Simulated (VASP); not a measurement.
Data:

GaN is taken in the cubic space group F-43m (No. 216), the zinc blende structure, Pearson symbol cF8. Conventional cell: a = b = c = 4.5404 Å, α = β = γ = 90.00°. Ga on 4a is surrounded by 4 N at 1.966 Å (tetrahedral). N on 4d has 4 Ga at 1.966 Å (tetrahedral). (Neighbours: up to the widest gap in distance over summed covalent radii, below 1.35, at either atom; cation-cation and far metal-metal contacts left out.)
(The calculation used a cell of 2 atoms; values per cell refer to that cell.)

Method: optB88-vdW, VASP's PBE PAW potentials (set 64) (plane waves; VASP). Settings: 520 eV cut-off, 10×10×10 Γ-centred mesh, Gaussian smearing of 0.050 eV, potentials Ga_d N.

### Question
Give the energy at these volumes per atom, relative to the lowest: 11.00, 11.35, 11.70, 12.05, 12.40 Å³.

### Answer
25.8, 6.1, 0.0, 5.5, 20.7 meV/atom. A third-order Birch-Murnaghan fit gives B0 = 175 GPa and B0′ = 4.5.

Measured: a 4.500 Å at 300 K (computed value off by +0.9 %), as given by I. Vurgaftman et al., Journal of Applied Physics (2001), doi:10.1063/1.1368156. The calculation is for a static lattice, while the measured a holds thermal and zero-point effects, which are part of the difference.

The compound is GaN in the zinc blende structure, a metastable form; wurtzite is the usual one. It was relaxed first.
